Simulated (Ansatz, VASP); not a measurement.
**Cross-check of TiO2 (Rutile) between VASP and Ansatz**

One calculation is typed for both programs; each brings its own data sets. How far apart do they land? Of the first pair: The structure shown is the start of the Ansatz relaxation below; VASP solves that cell, so the two are compared at the walk's first step.

Main program and level: Ansatz 0.2.0; plane waves, with VASP 6.6.1 beside it; single point at PBE.

## (1) The starting structure

Symmetry: P4_2/mnm, No. 136, tetragonal system. The conventional cell has a = 4.713 Å, b = 4.713 Å, c = 2.992 Å, α = 90.00°, β = 90.00°, γ = 90.00°. Nearest to O lie 3 Ti at 1.98 to 2.04 Å. Ti has 6 O at 1.98 to 2.04 Å nearest. Farther neighbours and most contacts between anions are not listed.

## (2) Ansatz: relaxation, PBE

Ansatz runs on its PAW soft_1 files.

The two programs are compared at the cell with which this relaxation starts, whose forces are those of its first step.

Contents of input.yaml:

```yaml
crystal:
  lattice:
    - [4.712899884, 0.0, 0.0]
    - [0.0, 4.712899884, 0.0]
    - [0.0, 0.0, 2.9921693923]
  atoms:
    - { symbol: O, position: [0.3060254026, 0.3060254026, 0.0] }
    - { symbol: O, position: [0.1939745974, 0.8060254026, 0.5] }
    - { symbol: O, position: [0.6939745974, 0.6939745974, 0.0] }
    - { symbol: O, position: [0.8060254026, 0.1939745974, 0.5] }
    - { symbol: Ti, position: [0.0, 0.0, 0.0] }
    - { symbol: Ti, position: [0.5, 0.5, 0.5] }
kpoints:
  mp_grid: { grid: [8, 8, 12] }
hamiltonian:
  xc: pbe
  pseudopotentials: { kind: paw, azcp: { folder: soft_1 } }
scf:
  occupations: { method: fixed }
output:
  forces: true
  stress: true
  eigenvalues: true
relax:
  adjacent_minimum: "off"
  f_tol: 0.001
  max_steps: 60
  cell: { stress_tol: 0.01, fix: [volume] }
```

Started as:

```
$ ansatz run input.yaml --threads 4 --pin off --max-ram 16384MiB --backend cpu --events-out ev --progress --plain --runs-dir out
```

Numbers of over 12 decimals in the logs are rounded to 6 here.

The log of the run:

```text
Engine: ansatz 0.2.0, x86_64-unknown-linux-gnu
Pseudopotentials: kind: paw
Pseudopotential: O, paw, valence charge 6, recommended cutoff 420 eV (normal), soft_1/O.paw.azcp
Pseudopotential: Ti, paw, valence charge 12, recommended cutoff 420 eV (normal), soft_1/Ti.paw.azcp
Functional definition: PBE
  parameter kappa = 0.804
  parameter beta = 0.066725
  exchange = pbe_x(kappa = kappa, mu = beta*pi^2/3)
  correlation = pbe_c(beta = beta)
Crystal: 6 atoms, lattice volume = 66.460 Å³
Basis set: ecut = 420 eV, 1281 PW (Γ), exchange–correlation on 64×64×40 points (8 copies of the dense FFT grid, shifted against one another)
Bands: 30, of which v1, the nominal top of the filled ones, is band 24 counted from 1 (23 counted from 0)
Symmetry: 16 space group operations
Space group: P42/mnm (ITA 136), of the structure as read, at distance tolerance 4.1e-5 Å
k-points: 105 of 768
Non-local potential: O, projectors of the file, l = 0: 2, l = 1: 2, l = 2: 1
Non-local potential: Ti, projectors of the file, l = 0: 3, l = 1: 2, l = 2: 3, l = 3: 1
PAW form: soft (Blöchl's): semilocal exchange-correlation on the pseudo side does not see the compensation charge
PAW one-centre angular grid: O, 110 points (default); XC on 64 Gauss nodes
PAW one-centre angular grid: Ti, 590 points (default); XC on 64 Gauss nodes
Initial density: superposition of atomic densities (chi_scale 0.1, normalization cell, long waves kept (reshape's long-wave potential 0.00 eV rms))
Initial wavefunctions: pseudopotential atomic-orbital guess
Functional: x = pbe(κ = 0.804, μ = 0.219515), c = pbe(β = 0.066725)
SCF iter   1: F=—  HF=-7277.336517 eV  |F-HF|=—  |Δ(HF+E_count)|=         —  Δρ=5.69e-2  dr2=2.12e0  ethr=3.10e-3  ⟨swp⟩=3.8  Hψ=10035  notcnv=0  defer=269
preconditioner: auto → Resta (q_TF=auto, 2.584 Å⁻¹)  ε∞=8.7  [insulator: Δε(μ)=1.974 eV  Ē_g=9.280 eV  n_scr=18 (ndim 8)  ℏωp=25.8 eV  f_vac=0.000  ε∞_Penn≈8.7]
SCF iter   2: F=—  HF=-7277.265833 eV  |F-HF|=—  |Δ(HF+E_count)|=   7.07e-2  Δρ=3.57e-2  dr2=6.72e-1  ethr=3.10e-3  ⟨swp⟩=2.4  Hψ=5650  notcnv=0  defer=163
SCF iter   3: F=—  HF=-7277.262843 eV  |F-HF|=—  |Δ(HF+E_count)|=   2.99e-3  Δρ=2.30e-2  dr2=3.79e-1  ethr=1.40e-3  ⟨swp⟩=2.0  Hψ=4675  notcnv=0  defer=183
SCF iter   4: F=—  HF=-7277.247770 eV  |F-HF|=—  |Δ(HF+E_count)|=   1.51e-2  Δρ=4.68e-3  dr2=1.34e-2  ethr=7.89e-4  ⟨swp⟩=2.1  Hψ=5138  notcnv=0  defer=186
SCF iter   5: F=—  HF=-7277.256566 eV  |F-HF|=—  |Δ(HF+E_count)|=   8.80e-3  Δρ=1.90e-3  dr2=2.97e-3  ethr=2.79e-5  ⟨swp⟩=2.0  Hψ=4664  notcnv=0  defer=415
SCF iter   6: F=—  HF=-7277.257906 eV  |F-HF|=—  |Δ(HF+E_count)|=   1.34e-3  Δρ=3.77e-4  dr2=7.55e-5  ethr=6.19e-6  ⟨swp⟩=2.0  Hψ=4456  notcnv=0  defer=419
SCF iter   7: F=—  HF=-7277.258194 eV  |F-HF|=—  |Δ(HF+E_count)|=   2.88e-4  Δρ=7.40e-5  dr2=3.71e-6  ethr=1.57e-7  ⟨swp⟩=2.0  Hψ=4729  notcnv=0  defer=166
SCF iter   8: F=—  HF=-7277.258197 eV  |F-HF|=—  |Δ(HF+E_count)|=   3.66e-6  Δρ=2.22e-5  dr2=3.00e-7  ethr=7.72e-9  ⟨swp⟩=2.7  Hψ=5277  notcnv=0  defer=166
SCF iter   9: F=-7277.258197 eV  HF=-7277.258197 eV  |F-HF|=3.01e-9  |Δ(HF+E_count)|=   6.36e-8  Δρ=2.21e-6  dr2=2.21e-9  ethr=2.08e-10  ⟨swp⟩=8.9  Hψ=12991  notcnv=0
SCF 1 converged in 9 iterations: F = -7277.258197 eV  dr2 = 2.21e-9
  greatest PAW one-centre occupation: 0.999 electrons in one spin orbital (limit 2), on the Ti atom at site 4 (counted from 0), in its partial waves of l = 0
relax step   1: F+E_penalty+E_count = -7277.25819744 eV  Δ(F+E_penalty+E_count) = +0.000e0 eV  max|allowed force component| = 7.473e-2 eV/Å  Δτ_max = 0.0000 Å  P = -7.702 GPa  Ω = 66.460 Å³  fix = [volume]  reactions: volume -7.702 GPa  (9 SCF iters, dr2 threshold 1.00e-7 eV, accepted)
[...]
relax step   6: F+E_penalty+E_count = -7277.26072509 eV  Δ(F+E_penalty+E_count) = -1.244e-4 eV  max|allowed force component| = 1.432e-4 eV/Å  Δτ_max = 0.0000 Å  P = -7.085 GPa  Ω = 66.460 Å³  fix = [volume]  reactions: volume -7.085 GPa  stress off target by 3.31e-2 GPa on what of the cell is left free  SCF on the basis re-selected at this cell (its energy is not comparable with the rows above)  (6 SCF iters)
[...]
relax step   7: F+E_penalty+E_count = -7277.26072552 eV  Δ(F+E_penalty+E_count) = -4.374e-7 eV  max|allowed force component| = 1.977e-5 eV/Å  Δτ_max = 0.0000 Å  P = -7.074 GPa  Ω = 66.460 Å³  energy of the carried Pulay correction = -9.461e-7 eV  fix = [volume]  reactions: volume -7.074 GPa  (4 SCF iters, dr2 threshold 2.74e-9 eV, accepted)
[...]
relax step   8: F+E_penalty+E_count = -7277.26073012 eV  Δ(F+E_penalty+E_count) = -4.602e-6 eV  max|allowed force component| = 2.481e-5 eV/Å  Δτ_max = 0.0000 Å  P = -7.074 GPa  Ω = 66.460 Å³  fix = [volume]  reactions: volume -7.074 GPa  stress off target by 6.93e-4 GPa on what of the cell is left free  SCF on the basis re-selected at this cell (its energy is not comparable with the rows above)  (7 SCF iters)
basis re-selected at this cell: Δ(F+E_penalty+E_count) = -4.602e-6 eV, ΔP = +0.000 GPa vs the last step (what re-selecting the basis moved, of the pressure what is left beyond the Pulay correction that the steps carried, after the strain that the cell walked since its last selection, with what the two solves' SCF thresholds leave and, on support functions, any second-order correction that the steps lacked; it is no m [...]
SCF converged after 7 iterations
Free energy (F): -7277.260730 eV
Harris-Foulkes:  -7277.260730 eV  (|F-HF|=9.09e-13)
Internal energy: -7277.260730 eV  (E = F + TS)
E sigma→0 (E₀):  -7277.260730 eV
Fermi energy:    8.049351 eV
--- Per-component energies (eV) ---
  E_band       = -436.229046
  E_kinetic    = 1224.742342
  E_local      = -3317.654804  (includes V_loc(G=0)·N_el)
  E_nonlocal   = 321.694788
  E_hartree    = 1250.747100
  E_xc         = -518.789393
  E_vxc        = -656.380811  (∫ρ·V_xc dr)
  E_paw        = -2728.302687  (= ΣΔE_a)
  E_vpaw       = -510.127713  (= ΣTr[D̂ρ^β])
  E_aug_tail   = 0.002954  (compensation charges beyond the density's cutoff)
  E_ewald      = -3509.701030
  E_smearing   = -0.000000  (= −TS)
  E_closure    = -0.000000  (closes the sum)
  Σ components = -7277.260730   (vs F -7277.260730, Δ=0.00e0)
--- Forces (eV/Å), atoms counted from 1 ---
  atom   1  O     -0.00002481    -0.00002481     0.00000000
  atom   2  O      0.00002481    -0.00002481     0.00000000
  atom   3  O      0.00002481     0.00002481     0.00000000
  atom   4  O     -0.00002481     0.00002481     0.00000000
  atom   5  Ti    -0.00000000    -0.00000000     0.00000000
  atom   6  Ti    -0.00000000     0.00000000     0.00000000
  max |Σ_I F_I| component: 1.27e-18 eV/Å
--- Stress (GPa, compression-positive) ---
       -7.073459       0.000000       0.000000
        0.000000      -7.073459       0.000000
        0.000000       0.000000      -7.074499
  P = ⅓ Tr σ = -7.0738 GPa (-70.738 kbar)
--- Band table (eV; the first three rows and the last of 105) ---
  k-point 0: bands = [... 20 lower, 7.4723, 7.6942, 7.6942, 8.0494, 9.9184, 10.2135, 10.5011, 10.5253, ... 2 higher]
  k-point 1: bands = [... 20 lower, 7.1749, 7.5616, 7.5616, 8.0365, 10.0914, 10.2799, 10.4430, 10.6086, ... 2 higher]
  k-point 2: bands = [... 20 lower, 6.5041, 7.2069, 7.2069, 7.9657, 10.3121, 10.4177, 10.4496, 10.8226, ... 2 higher]
  k-point 104: bands = [... 20 lower, 6.9979, 6.9979, 7.4028, 7.4028, 10.5361, 10.5361, 11.1848, 11.1848, ... 2 higher]
--- Relaxed structure (6 steps of the walk, 6 accepted, 2 SCFs on fresh bases) ---
  F+E_penalty+E_count = -7277.26073012 eV   max|allowed force component| = 2.481e-5 eV/Å   (the final SCF, on the basis selected at the relaxed cell)
  cell:  # Å, volume = 66.4603 Å³
    - [4.721946, 0, 0.0]
    - [0, 4.721946, 0.0]
    - [0.0, 0.0, 2.980716]
  atoms:
    - { symbol: O, position: [0.307057, 0.307057, 0.0] }
    - { symbol: O, position: [0.192943, 0.807057, 0.5] }
    - { symbol: O, position: [0.692943, 0.692943, 0.0] }
    - { symbol: O, position: [0.807057, 0.192943, 0.5] }
    - { symbol: Ti, position: [0, 0, 0.0] }
    - { symbol: Ti, position: [0.5, 0.5, 0.5] }
```

## (3) VASP: single point, PBE, start cell, pair 1

The same cell, functional and mesh now go to VASP, with its own data sets.

Lines of VASP's logs that name or quote its potential files are left out, and so is its time.

Contents of INCAR:

```
SYSTEM = TiO2
PREC = Accurate
ENCUT = 520
EDIFF = 1E-06
NELM = 120
ISMEAR = 0
SIGMA = 0.01
LREAL = .FALSE.
ALGO = Normal
GGA = PE
NBANDS = 30
LASPH = .TRUE.
LORBIT = 11
LWAVE = .FALSE.
LCHARG = .FALSE.
ISIF = 2
GGA_COMPAT = .FALSE.
EFERMI = MIDGAP
KPAR = 2
```

Contents of POSCAR:

```
TiO2
1.0
    4.7129000000      0.0000000000      0.0000000000
    0.0000000000      4.7129000000      0.0000000000
    0.0000000000      0.0000000000      2.9921690000
O Ti
4 2
Direct
    0.3060253772      0.3060253772      0.0000000000
    0.1939746228      0.8060253772      0.5000000000
    0.6939746228      0.6939746228      0.0000000000
    0.8060253772      0.1939746228      0.5000000000
    0.0000000000      0.0000000000      0.0000000000
    0.5000000000      0.5000000000      0.5000000000
```

Contents of KPOINTS:

```
Automatic mesh
0
Gamma
8 8 12
0 0 0
```

The projector-augmented-wave data sets are O and Ti_sv (PBE family, release 64).

Started as:

```
$ mpirun -np 2 vasp_std
```

The log of the run:

```text
[banner, memory and clock lines left out]
running    2 mpi-ranks, on    1 nodes
 distrk:  each k-point on    1 cores,    2 groups
 distr:  one band on    1 cores,    1 groups

 POSCAR found type information on POSCAR O Ti
 POSCAR found :  2 types and       6 ions
 LDA part: xc-table for (Slater+PW92), standard interpolation
 POSCAR, INCAR and KPOINTS ok, starting setup
 FFT: planning ... GRIDC
 FFT: planning ... GRID_SOFT
 FFT: planning ... GRID
 WAVECAR not read
 entering main loop
       N       E                     dE             d eps       ncg     rms          rms(c)
DAV:   1     0.663263526192E+03    0.66326E+03   -0.24684E+04  6300   0.187E+03
DAV:   2     0.388934740766E+02   -0.62437E+03   -0.59287E+03  6828   0.549E+02
DAV:   3    -0.666665870615E+02   -0.10556E+03   -0.10326E+03  9378   0.203E+02
DAV:   4    -0.713855689056E+02   -0.47190E+01   -0.47128E+01  8676   0.440E+01
DAV:   5    -0.715925313120E+02   -0.20696E+00   -0.20691E+00  8722   0.745E+00    0.297E+01
DAV:   6    -0.545069899015E+02    0.17086E+02   -0.10927E+02  7750   0.948E+01    0.127E+01
DAV:   7    -0.540242548515E+02    0.48274E+00   -0.19148E+01  7652   0.360E+01    0.787E+00
DAV:   8    -0.535974610133E+02    0.42679E+00   -0.22945E+00  7500   0.143E+01    0.328E+00
DAV:   9    -0.536298075674E+02   -0.32347E-01   -0.38074E-01  9206   0.404E+00    0.146E+00
DAV:  10    -0.536297876596E+02    0.19908E-04   -0.13194E-01  7910   0.398E+00    0.431E-01
DAV:  11    -0.536275851506E+02    0.22025E-02   -0.13882E-02  7998   0.123E+00    0.883E-02
DAV:  12    -0.536275891674E+02   -0.40168E-05   -0.12041E-03  8278   0.293E-01    0.557E-02
DAV:  13    -0.536275517959E+02    0.37371E-04   -0.21598E-04  8262   0.143E-01    0.811E-03
DAV:  14    -0.536275568606E+02   -0.50647E-05   -0.18526E-05  6986   0.407E-02    0.127E-02
DAV:  15    -0.536275543888E+02    0.24717E-05   -0.96995E-06  7258   0.352E-02    0.153E-03
DAV:  16    -0.536275544016E+02   -0.12799E-07   -0.48018E-07  3402   0.555E-03
   1 F= -.53627554E+02 E0= -.53627554E+02  d E =0.000000E+00
```

From OUTCAR (step 3):

```text
ion  position               nearest neighbor table
   1  0.306  0.306  0.000-   6 1.98   6 1.98   5 2.04
   2  0.194  0.806  0.500-   5 1.98   5 1.98   6 2.04
   3  0.694  0.694  0.000-   6 1.98   6 1.98   5 2.04
   4  0.806  0.194  0.500-   5 1.98   5 1.98   6 2.04
   5  0.000  0.000  0.000-   2 1.98   4 1.98   2 1.98   4 1.98   3 2.04   1 2.04
   6  0.500  0.500  0.500-   1 1.98   3 1.98   1 1.98   3 1.98   2 2.04   4 2.04

  LATTYP: Found a simple tetragonal cell.
 ALAT       =     4.7129000000
 C/A-ratio  =     0.6348891341

 Subroutine GETGRP returns: Found 16 space group operations
 (whereof  8 operations were pure point group operations)

The static configuration has the point symmetry D_2h.
 The point group associated with its full space group is D_4h.

 Found    105 irreducible k-points:

   k-points           NKPTS =    105   k-points in BZ     NKDIM =    105   number of bands    NBANDS=     30

   dimension x,y,z NGX =    36 NGY =   36 NGZ =   24
   dimension x,y,z NGXF=    72 NGYF=   72 NGZF=   48

   ENCUT  =  520.0 eV  38.22 Ry    6.18 a.u.   8.76  8.76  5.56*2*pi/ulx,y,z

   NELECT =      48.0000    total number of electrons

 k-points in reciprocal lattice and weights: Automatic mesh
   0.00000000  0.00000000  0.00000000       0.001
   0.12500000  0.00000000  0.00000000       0.005
   0.25000000  0.00000000  0.00000000       0.005
   0.37500000  0.00000000  0.00000000       0.005
   0.50000000  0.00000000  0.00000000       0.003
   0.12500000  0.12500000  0.00000000       0.005
   0.25000000  0.12500000  0.00000000       0.010
   0.37500000  0.12500000  0.00000000       0.010
   0.50000000  0.12500000  0.00000000       0.005
[...]
0.50000000  0.37500000  0.50000000       0.005
   0.50000000  0.50000000  0.50000000       0.001

 average (electrostatic) potential at core
       1 -69.9003       2 -69.9003       3 -69.9003       4 -69.9003       5 -77.0723
       6 -77.0723

 E-fermi :   5.0424

 k-point     1 :       0.0000    0.0000    0.0000
  band No.  band energies     occupation
    ...
     20       2.3562      2.00000
     21       3.5154      2.00000
     22       3.7508      2.00000
     23       3.7508      2.00000
     24       4.1492      2.00000
     25       5.9356      0.00000
     26       6.2137      0.00000
     27       6.4864      0.00000
     28       6.5346      0.00000
     29       6.5346      0.00000
    ...

 k-point     2 :       0.1250    0.0000    0.0000
  band No.  band energies     occupation
    ...
     20       2.3663      2.00000
     21       3.4267      2.00000
     22       3.4714      2.00000
     23       3.6258      2.00000
     24       4.1085      2.00000
     25       6.0177      0.00000
     26       6.3263      0.00000
     27       6.5869      0.00000
     28       6.5899      0.00000
     29       6.6088      0.00000
    ...

 k-point     3 :       0.2500    0.0000    0.0000
  band No.  band energies     occupation
    ...
     20       2.4093      2.00000
     21       2.8219      2.00000
     22       3.2047      2.00000
     23       3.4162      2.00000
     24       3.9505      2.00000
     25       6.2041      0.00000
     26       6.5116      0.00000
     27       6.7210      0.00000
     28       6.7766      0.00000
     29       6.8437      0.00000
    ...

  Total       -2.8186229     -2.8186229     -3.1757202      0.0000000      0.0000000      0.0000000
  in kB      -67.9493013    -67.9493013    -76.5579417      0.0000000      0.0000000      0.0000000
  external PRESSURE =     -70.8188481 kB  Pullay stress =       0.0000000 kB

  energy-cutoff  :      520.00
  volume of cell :       66.46
      direct lattice vectors                 reciprocal lattice vectors
     4.712900000  0.000000000  0.000000000     0.212183581  0.000000000  0.000000000
     0.000000000  4.712900000  0.000000000     0.000000000  0.212183581  0.000000000
     0.000000000  0.000000000  2.992169000     0.000000000  0.000000000  0.334205722

 POSITION                                       TOTAL-FORCE (eV/Angst)
 -----------------------------------------------------------------------------------
      1.44227      1.44227      0.00000         0.053899      0.053899     -0.000000
      0.91418      3.79872      1.49608        -0.053899      0.053899      0.000000
      3.27063      3.27063      0.00000        -0.053899     -0.053899      0.000000
      3.79872      0.91418      1.49608         0.053899     -0.053899      0.000000
      0.00000      0.00000      0.00000         0.000000     -0.000000      0.000000
      2.35645      2.35645      1.49608         0.000000     -0.000000      0.000000
 -----------------------------------------------------------------------------------
    total drift:                                0.000000      0.000000      0.000000

  FREE ENERGIE OF THE ION-ELECTRON SYSTEM (eV)
  ---------------------------------------------------
  free  energy   TOTEN  =       -53.6275544016 eV

  energy  without entropy=      -53.6275544016  energy(sigma->0) =      -53.62755440

 total charge
# of ion       s       p       d       tot
------------------------------------------
    1        1.570   3.470   0.000   5.039
    2        1.570   3.470   0.000   5.039
    3        1.570   3.470   0.000   5.039
    4        1.570   3.470   0.000   5.039
    5        2.206   6.263   1.657  10.126
    6        2.206   6.263   1.657  10.126
--------------------------------------------------
tot         10.691  26.405   3.314  40.411

[... 3 further parts left out ...]
```

This run has no spin polarisation, so a moment on Ti, if there is one, isn't seen.

## (4) Side by side

Known differences besides the potentials themselves: fixed occupations in Ansatz, narrow Gaussian smearing in VASP; the cutoff is 420 eV in Ansatz and 520 eV in VASP. Total energies have different zeros and are not compared.

Forces (eV/Å; atoms numbered as in POSCAR):

| atom | Ansatz x, y, z | VASP x, y, z |
| --- | --- | --- |
| O1 | 0.075, 0.075, 0.000 | 0.054, 0.054, 0.000 |
| O2 | -0.075, 0.075, 0.000 | -0.054, 0.054, 0.000 |
| O3 | -0.075, -0.075, 0.000 | -0.054, -0.054, 0.000 |
| O4 | 0.075, -0.075, 0.000 | 0.054, -0.054, 0.000 |
| Ti5 | 0.000, 0.000, 0.000 | 0.000, 0.000, 0.000 |
| Ti6 | 0.000, 0.000, 0.000 | 0.000, 0.000, 0.000 |

The forces differ by 14 meV/Å r.m.s., which is 38.7 % of the r.m.s. force of 0.036 eV/Å (both taken over all components).

## (5) Ansatz: relaxation, PBE

This run makes the geometry at which the two programs are then compared.

The structure compared here is the end of the Ansatz relaxation.

input.yaml is that of step 2.

Started as:

```
$ ansatz run input.yaml --threads 4 --pin off --max-ram 16384MiB --backend cpu --events-out ev --progress --plain --runs-dir out
```

The log of the run:

```text
[...]
Crystal: 6 atoms, lattice volume = 66.460 Å³
Basis set: ecut = 420 eV, 1281 PW (Γ), exchange–correlation on 64×64×40 points (8 copies of the dense FFT grid, shifted against one another)
Bands: 30, of which v1, the nominal top of the filled ones, is band 24 counted from 1 (23 counted from 0)
Symmetry: 16 space group operations
[...]
k-points: 105 of 768
[...]
cell:  # Å, volume = 66.4603 Å³
    - [4.721946, 0, 0.0]
    - [0, 4.721946, 0.0]
    - [0.0, 0.0, 2.980716]
  atoms:
    - { symbol: O, position: [0.307057, 0.307057, 0.0] }
    - { symbol: O, position: [0.192943, 0.807057, 0.5] }
    - { symbol: O, position: [0.692943, 0.692943, 0.0] }
    - { symbol: O, position: [0.807057, 0.192943, 0.5] }
    - { symbol: Ti, position: [0, 0, 0.0] }
    - { symbol: Ti, position: [0.5, 0.5, 0.5] }
[key lines of the parts left out:]
SCF converged after 7 iterations
Free energy (F): -7277.260730 eV
Fermi energy:    8.049351 eV
P = ⅓ Tr σ = -7.0738 GPa (-70.738 kbar)
```

[end of part 1 of 2]

[Lines on the potential files, build, host, timing and source positions are cut from VASP's logs without a mark.]

[Logs are printed without paths, hosts, clocks, repeated set-up lines and the standing remarks that a program may print on its own settings, such as how far it seeks lower states.]

[Hosts, paths, dates, database ids (printed as entryN), source tags and the programs' standing remarks are cut or masked in the printed files.]
